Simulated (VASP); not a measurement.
Input of a VASP 6.6.1 run:

File INCAR:

```
SYSTEM = Ti2BN
PREC     = Normal         ! precision mode
ENCUT    = 520            ! plane-wave cutoff, eV
EDIFF    = 1E-4           ! SCF threshold, eV
ISMEAR   = 0              ! smearing method
SIGMA    = 0.15           ! smearing width, eV
LREAL    = .False.        ! projectors in reciprocal space
LASPH    = .True.         ! aspherical terms in the spheres
NELM     = 60             ! most SCF steps
ALGO     = Fast           ! electronic algorithm
ISIF     = 3              ! what is computed and relaxed
LWAVE    = .False.        ! write WAVECAR
LCHARG   = .False.        ! write CHGCAR
GGA      = PE             ! functional
IBRION   = 2              ! ionic algorithm
NSW      = 24             ! ionic steps
EDIFFG   = -0.08          ! ionic threshold
```

Contents of KPOINTS:

```
Automatic mesh
0
Gamma
  3 3 3
  0 0 0
```

Contents of POSCAR:

```
Ti2BN
1.0
    4.8091668900      0.0000000000      0.0000000000
    0.0000000000      4.8091668900      0.0000000000
    0.0000000000      0.0000000000      4.3327100800
Ti B N
4 2 2
Direct
    0.2755994100      0.7244005900      0.0000000000
    0.7244005900      0.2755994100      0.0000000000
    0.7755994100      0.7755994100      0.5000000000
    0.2244005900      0.2244005900      0.5000000000
    0.0000000000      0.0000000000      0.5000000000
    0.5000000000      0.5000000000      0.0000000000
    0.0000000000      0.0000000000      0.0000000000
    0.5000000000      0.5000000000      0.5000000000
```

Potentials or basis: VASP PAW PBE potentials, release 64 (Ti_sv, B, N).

Run with:

```bash
$ cat potpaw_PBE.64/Ti_sv/POTCAR potpaw_PBE.64/B/POTCAR potpaw_PBE.64/N/POTCAR > POTCAR
$ mpirun -np 1 vasp_std > vasp.out
```

(1) What does it give for the space group after relaxing (to 0.05 Å)?

(2) Estimate the relaxed volume.

(3) What does it give for the band gap on the k mesh?

Results:

(1) P4_2/mnm (No. 136).

(2) 12.49 Å³/atom.

(3) none (metal or under the smearing width).

Caveat: the k mesh is coarse (spacing up to 0.48 Å⁻¹), so the values aren't converged.
